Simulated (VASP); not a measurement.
Here is the system:

```
Al2Au
1.0
    0.00000     2.87850     2.87850
    2.87850     0.00000     2.87850
    2.87850     2.87850     0.00000
Al Au
2 1
Direct
  0.25000   0.25000   0.25000
  0.75000   0.75000   0.75000
  0.00000   0.00000   0.00000
```

The numbers are results of r2SCAN meta-GGA, VASP's PBE PAW potentials (set 64) (plane waves; VASP), not measurements. Run with 480 eV cut-off, 8×8×8 Γ-centred mesh, first-order Methfessel-Paxton smearing of 0.10 eV, potentials Al Au.

Unless said otherwise, spin-orbit coupling is left out, though it shifts the bands of the heavy elements here.

What does the run give for the energy per atom (σ→0), pressure, band gap (on the k-mesh) with the smallest direct gap where there is one?

| Item | Result |
|---|---|
| band gap (on the k-mesh) | none (metal, semimetal or under 0.01 eV) |
| energy per atom (σ→0) | -21.734 eV/atom |
| pressure | 20.02 GPa |

The absolute energy has meaning only against runs of the same code, potentials and settings.

The compound is AuAl2 in the fluorite structure. It was relaxed first under an external pressure of 20 GPa. The electron count is odd and the run is not spin-polarised, which forces a metal.
